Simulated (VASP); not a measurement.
Given:

```xyz
2
Lattice="0.0000 3.2006 3.2006 3.2006 0.0000 3.2006 3.2006 3.2006 0.0000" Properties=species:S:1:pos:R:3 pbc="T T T"
Mg     0.0000     0.0000     0.0000
Te     4.8010     4.8010     4.8010
```

Calculation: PBE GGA, VASP's PBE PAW potentials (set 64) (plane waves; VASP 6.6.1). Settings: 300 eV cut-off, 6×6×6 Γ-centred mesh, Gaussian smearing of 0.010 eV, potentials Mg Te.

Unless said otherwise, spin-orbit coupling is left out, though it shifts the bands of the heavy elements here.

Q: Predict the energy per atom (σ→0), pressure, band gap (on the k-mesh) with the smallest direct gap where there is one.

A: 
```yaml
band gap (on the k-mesh): 2.54 eV
smallest direct gap (on the k-mesh): 2.54 eV
energy per atom (σ→0): -3.191 eV/atom
pressure: 1.88 GPa
```

The absolute energy has meaning only against runs of the same code, potentials and settings.

The structure comes from a computed database's MgTe entry; how it stands against other phases isn't given here. The cell was not relaxed at this level.
